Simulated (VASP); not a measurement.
```xyz
5
Lattice="-2.1429 2.1429 4.9899 2.1429 -2.1429 4.9899 2.1429 2.1429 -4.9899" Properties=species:S:1:pos:R:3 pbc="T T T"
La     0.0000     0.0000     9.9655
Si     0.0000     0.0000     4.1841
Si     2.1429     0.0000     2.5990
Si     0.0000     2.1429     2.5990
Os     0.0000     0.0000     6.5403
```

Calculation: LDA (Ceperley-Alder, Perdew-Zunger), VASP's LDA PAW potentials (set 64) (plane waves; VASP). Run with 300 eV cut-off, 8×8×8 Γ-centred mesh, Gaussian smearing of 0.10 eV, potentials La Si Os.

At this cut-off the stress carries a Pulay error, which pulls relaxed volumes low.

### Question
Which forces act on the atoms, in eV/Å?

### Answer

| atom | Fx | Fy | Fz |
|---|---|---|---|
| La1 | 0.000 | 0.000 | -0.064 |
| Si2 | 0.000 | 0.000 | 0.085 |
| Si3 | 0.000 | 0.000 | -0.029 |
| Si4 | 0.000 | 0.000 | -0.029 |
| Os5 | 0.000 | 0.000 | 0.038 |

### Question
Give the stress tensor in GPa (positive for a compressed cell).

### Answer

```
-5.31   0.00   0.00
 0.00  -5.31   0.00
 0.00   0.00  -5.23
```
The pressure is its mean diagonal, -5.28 GPa.

The structure comes from a computed database's LaSi3Os entry; how it stands against other phases isn't given here. The cell was not relaxed at this level. The electron count is odd and the run is not spin-polarised, which forces a metal.
